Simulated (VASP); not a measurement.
Data:

```xyz
2
Lattice="0.0000 3.5038 3.5038 3.5038 0.0000 3.5038 3.5038 3.5038 0.0000" Properties=species:S:1:pos:R:3 pbc="T T T"
K      0.0000     0.0000     0.0000
I      3.5038     3.5038     3.5038
```

Level of theory: AM05 GGA, VASP's PBE PAW potentials (set 64) (plane waves; VASP). Settings: 520 eV cut-off, 7×7×7 Γ-centred mesh, Gaussian smearing of 0.050 eV, potentials K_sv I.

Unless said otherwise, spin-orbit coupling is left out, though it shifts the bands of the heavy elements here.

What does the run give for the energy per atom (σ→0), band gap (on the k-mesh) with the smallest direct gap where there is one?

| Property | Result |
|---|---|
| band gap (on the k-mesh) | 4.07 eV |
| smallest direct gap (on the k-mesh) | 4.07 eV |
| energy per atom (σ→0) | -2.731 eV/atom |

Only differences to runs with the same potentials and settings are physical.

The compound is KI in the rock salt structure. This cell is one point of a volume scan, at 0.94 of the reference volume.
